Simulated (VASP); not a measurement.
Output of a VASP run:

**OSZICAR**
```
       N       E                     dE             d eps       ncg     rms          rms(c)
DAV:   1     0.309970041470E+03    0.30997E+03   -0.15447E+04   484   0.121E+03
DAV:   2     0.144958514721E+02   -0.29547E+03   -0.29001E+03   560   0.316E+02
DAV:   3    -0.183859319451E+02   -0.32882E+02   -0.32825E+02   690   0.105E+02
DAV:   4    -0.193765962086E+02   -0.99066E+00   -0.99001E+00   655   0.183E+01
DAV:   5    -0.194137344224E+02   -0.37138E-01   -0.37134E-01   770   0.211E+00    0.254E+01
DAV:   6    -0.184643925732E+02    0.94934E+00   -0.16292E+00   565   0.573E+00    0.158E+01
DAV:   7    -0.181992371055E+02    0.26516E+00   -0.12184E+00   619   0.521E+00    0.180E+00
DAV:   8    -0.181698979549E+02    0.29339E-01   -0.14175E-01   581   0.204E+00    0.437E-01
DAV:   9    -0.181664577262E+02    0.34402E-02   -0.11495E-02   582   0.653E-01    0.315E-01
DAV:  10    -0.181655960854E+02    0.86164E-03   -0.48285E-03   544   0.436E-01    0.112E-01
DAV:  11    -0.181656420362E+02   -0.45951E-04   -0.45207E-04   706   0.134E-01    0.583E-02
DAV:  12    -0.181656724292E+02   -0.30393E-04   -0.30617E-05   554   0.394E-02    0.179E-02
DAV:  13    -0.181656791717E+02   -0.67425E-05   -0.13029E-05   560   0.224E-02    0.108E-02
DAV:  14    -0.181656793704E+02   -0.19876E-06   -0.11674E-06   451   0.740E-03
   1 F= -.18165679E+02 E0= -.18165679E+02  d E =-.145349E-19
```

File OUTCAR:
```
------------------------ aborting loop because EDIFF is reached ----------------------------------------
  FORCE on cell =-STRESS in cart. coord.  units (eV):
  Direction    XX          YY          ZZ          XY          YZ          ZX
  --------------------------------------------------------------------------------------
  Total        3.4950729      3.4950729      3.4950729      0.0000000     -0.0000000      0.0000000
  in kB       35.1343959     35.1343959     35.1343959      0.0000000     -0.0000000      0.0000000
  external PRESSURE =      35.1343959 kB  Pullay stress =       0.0000000 kB
  volume of cell :      159.38
      direct lattice vectors                 reciprocal lattice vectors
     5.421816000  0.000000000  0.000000000     0.184440047  0.000000000  0.000000000
     0.000000000  5.421816000  0.000000000     0.000000000  0.184440047  0.000000000
     0.000000000  0.000000000  5.421816000     0.000000000  0.000000000  0.184440047
 POSITION                                       TOTAL-FORCE (eV/Angst)
 -----------------------------------------------------------------------------------
      0.00000      0.00000      0.00000         0.000000      0.000000      0.000000
      2.71091      2.71091      2.71091         0.000000      0.000000      0.000000
      0.00000      2.71091      2.71091         0.000000      0.000000      0.000000
      2.71091      2.71091      0.00000         0.000000      0.000000      0.000000
      2.71091      0.00000      2.71091         0.000000      0.000000      0.000000
 -----------------------------------------------------------------------------------
    total drift:                                0.000000      0.000000      0.000000
  FREE ENERGIE OF THE ION-ELECTRON SYSTEM (eV)
  ---------------------------------------------------
  free  energy   TOTEN  =       -18.1656793704 eV

  energy  without entropy=      -18.1656793704  energy(sigma->0) =      -18.16567937
```
(Selected blocks of OUTCAR.)

POSCAR:
```
NaSrCl3
1
    5.4218160000     0.0000000000     0.0000000000
    0.0000000000     5.4218160000     0.0000000000
    0.0000000000     0.0000000000     5.4218160000
Na Sr Cl
1 1 3
Direct
  0.0000000000   0.0000000000   0.0000000000
  0.5000000000   0.5000000000   0.5000000000
  0.0000000000   0.5000000000   0.5000000000
  0.5000000000   0.5000000000   0.0000000000
  0.5000000000   0.0000000000   0.5000000000
```

Task: Reconstruct the remaining input files.

Result: One answer among several that fit: the input of the run itself, PBE GGA, plane waves, VASP's PBE PAW potentials (set 64).

INCAR:
```
SYSTEM = NaSrCl3
PREC = Accurate
ENCUT = 400
EDIFF = 1E-6
NELM = 100
ALGO = Normal
LREAL = .FALSE.
LASPH = .TRUE.
ISMEAR = 0
SIGMA = 0.05
GGA = PE
LMAXMIX = 4
LWAVE = .FALSE.
LCHARG = .FALSE.
ISIF = 2
```

KPOINTS:
```
Automatic
0
gamma
  4 4 4
```

POTCAR, in this order: Na_pv Sr_sv Cl (PBE.64 set). Program: vasp_std.

The structure was generated: NaSrCl3 was put into the cubic-perovskite type (Pm-3m), which need not be its known phase. The cell was not relaxed at this level.
